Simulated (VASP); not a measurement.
These are rev-vdW-DF2, VASP's PBE PAW potentials (set 64) (plane waves; VASP) values and carry that method's errors.

VASP ran on this input.

File KPOINTS:
```
Automatic mesh
0
G
13 13 13
0 0 0
```

File POSCAR:
```
Sn
1
   -2.9769252733     2.9769252733     1.6211166580
    2.9769252733    -2.9769252733     1.6211166580
    2.9769252733     2.9769252733    -1.6211166580
Sn
2
Direct
  0.2500000000   0.7500000000   0.5000000000
  0.0000000000   0.0000000000   0.0000000000
```

**INCAR**
```
AGGAC = 0.0
ALGO = Normal
EDIFF = 1E-7
EDIFFG = -0.01
ENCUT = 520
GGA = MK
IBRION = 2
ISIF = 4
ISMEAR = 1
LASPH = T
LCHARG = F
LMAXMIX = 4
LREAL = F
LUSE_VDW = T
LWAVE = F
NELM = 100
NSW = 30
PARAM1 = 0.1234568
PARAM2 = 0.7114
PREC = Accurate
SIGMA = 0.1
SYSTEM = Sn
ZAB_VDW = -1.8867
```

POTCAR, in this order: Sn_d (PBE.64 set). Program: vasp_std.

Unless said otherwise, spin-orbit coupling is left out, though it shifts the bands of the heavy elements here.

Question: Predict the energy per atom (σ→0), pressure, band gap (on the k-mesh).

Answer: 
energy per atom (σ→0): -0.989 eV/atom
band gap (on the k-mesh): none (metal, semimetal or under 0.01 eV)
pressure: -1.42 GPa

### OSZICAR
```
...
DAV:   5    -0.199399088676E+01   -0.21562E-01   -0.21560E-01  9378   0.487E+00    0.202E+00
DAV:   6    -0.198097983130E+01    0.13011E-01   -0.34758E-02  9092   0.277E+00    0.111E+00
DAV:   7    -0.197886867862E+01    0.21112E-02   -0.19359E-02  9092   0.201E+00    0.157E-01
DAV:   8    -0.197896163633E+01   -0.92958E-04   -0.19008E-03  7708   0.635E-01    0.380E-02
DAV:   9    -0.197897175425E+01   -0.10118E-04   -0.55506E-05  9188   0.780E-02    0.147E-02
DAV:  10    -0.197897214099E+01   -0.38674E-06   -0.99264E-06  8080   0.436E-02    0.178E-03
DAV:  11    -0.197897221391E+01   -0.72924E-07   -0.39224E-07  6716   0.851E-03
   1 F= -.19789722E+01 E0= -.19788555E+01  d E =-.197897E+01
```

The compound is Sn in the beta structure. This cell is one point of a volume scan, at 1.03 of the reference volume.
